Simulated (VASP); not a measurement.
Given:

```
RuS2
1.0
    5.68748     0.00000     0.00000
    0.00000     5.68748     0.00000
    0.00000     0.00000     5.68748
Ru S
4 8
Direct
  0.00000   0.50000   0.50000
  0.50000   0.50000   0.00000
  0.50000   0.00000   0.50000
  0.00000   0.00000   0.00000
  0.38820   0.11180   0.88820
  0.61180   0.88820   0.11180
  0.11180   0.88820   0.38820
  0.88820   0.11180   0.61180
  0.88820   0.38820   0.11180
  0.11180   0.61180   0.88820
  0.61180   0.61180   0.61180
  0.38820   0.38820   0.38820
```

All values below come from revPBE GGA, VASP's PBE PAW potentials (set 64) (plane waves; VASP 6.6.1). Run with 300 eV cut-off, 4×4×4 Γ-centred mesh shifted by (0.5, 0.5, 0.5), Gaussian smearing of 0.010 eV, potentials Ru_pv S.

At this cut-off the stress carries a Pulay error, which pulls relaxed volumes low.

**Question.** The ions, cell shape and volume are relaxed. What does this cell relax into?

**Answer.** 
```
RuS2
1.0
    5.66228     0.00000     0.00000
    0.00000     5.66228     0.00000
    0.00000     0.00000     5.66228
Ru S
4 8
Cartesian
  0.00000   2.83114   2.83114
  2.83114   2.83114   0.00000
  2.83114   0.00000   2.83114
  0.00000   0.00000   0.00000
  2.19154   0.63961   5.02268
  3.47075   5.02268   0.63961
  0.63961   5.02268   2.19154
  5.02268   0.63961   3.47075
  5.02268   2.19154   0.63961
  0.63961   3.47075   5.02268
  3.47075   3.47075   3.47075
  2.19154   2.19154   2.19154
```
Space group Pa-3 (205), at a tolerance of 0.03 Å.

**Question.** How do energy and volume change from the first to the last step?

**Answer.** The energy (σ→0) changes by -2.0 meV/atom and the volume by -1.3 %, in 5 ionic steps.

```tsv
step	E(σ→0) (eV)	max force (eV/Å)	pressure (GPa)	volume (Å³)
1	-71.6170	0.164	-2.12	183.98
2	-71.6150	0.048	2.80	178.62
3	-71.6375	0.110	0.22	181.32
4	-71.6406	0.033	0.06	181.47
5	-71.6409	0.001	0.01	181.54
```

The structure comes from a computed database's RuS2 entry; how it stands against other phases isn't given here. This run relaxes it. Symmetry was kept, so distortions that lower it aren't found. The run is one of a series of settings (EDIFFG = -0.01, IBRION = 2, ISIF = 3, NSW = 50 against the base run), some of them coarse on purpose.
